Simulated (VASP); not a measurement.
Crystal: HPbNO4.

```
H Pb N O
1.0
     4.20407    0.00000    0.00000
     2.02172    3.83952    0.00000
     2.04686    1.27900    6.28132
H Pb N O
1 1 1 4
Direct
  0.89145 0.68202 0.62796
  0.14426 0.92872 0.88352
  0.25670 0.28861 0.30171
  0.83108 0.65056 0.78405
  0.38694 0.22380 0.11295
  0.31104 0.03576 0.45856
  0.07726 0.60633 0.32275
```

The cell was built by a generator and needn't be a form met in nature.

```yaml
Program: VASP 6.6.1
Task: single point
Functional: PBE
Potentials_or_basis: VASP PAW PBE potentials, release 64 (H, Pb_d, N, O)
Cutoff: 520 eV
k_mesh: 7 × 7 × 5
Occupations: fermi-dirac, width 0.05 eV
Spin: no spin polarisation
```

On this cell: pressure 0.6 GPa; largest force 0.424 eV/Å; band gap on the k mesh 2.79 eV, indirect (least direct gap 2.81 eV).

The same run follows on a disturbed copy (atoms moved at random, drawn with an rms of 0.05 Å):

```
H Pb N O
1.0
     4.20407    0.00000    0.00000
     2.02172    3.83952    0.00000
     2.04686    1.27900    6.28132
H Pb N O
1 1 1 4
Cartesian
  6.3528 3.3833 3.9733
  4.2727 4.6561 5.5717
  2.3272 1.5160 1.8971
  6.4275 3.4696 4.9056
  2.2580 0.9494 0.7071
  2.3322 0.7657 2.8776
  2.1573 2.7241 2.0137
```

Q: What does the disturbed cell give?

A: The energy moves by +30.0 meV/atom; pressure 2.8 GPa; largest force 2.815 eV/Å; band gap on the k mesh 2.78 eV, indirect (least direct gap 2.80 eV).

Forces in eV/Å, atoms in the order of the input:
```
H   -0.051 -0.149 -2.337
Pb   0.007  0.027 -0.057
N   -1.675 -1.941 -1.161
O    0.005  0.196  2.397
O    0.676  0.724  0.208
O    0.662 -0.957  1.230
O    0.376  2.101 -0.279
```

Stress tensor (GPa, compression positive):
```
-0.60 -0.66  0.28
-0.66  4.02 -2.14
 0.28 -2.14  5.09
```

Caveats: the standard files for N, O and F lose accuracy on very short bonds; spin-orbit coupling is left out, which as a rule narrows the gap of such compounds by several tenths of an eV; an odd mesh through Γ misses points on the zone boundary, where band edges often lie.
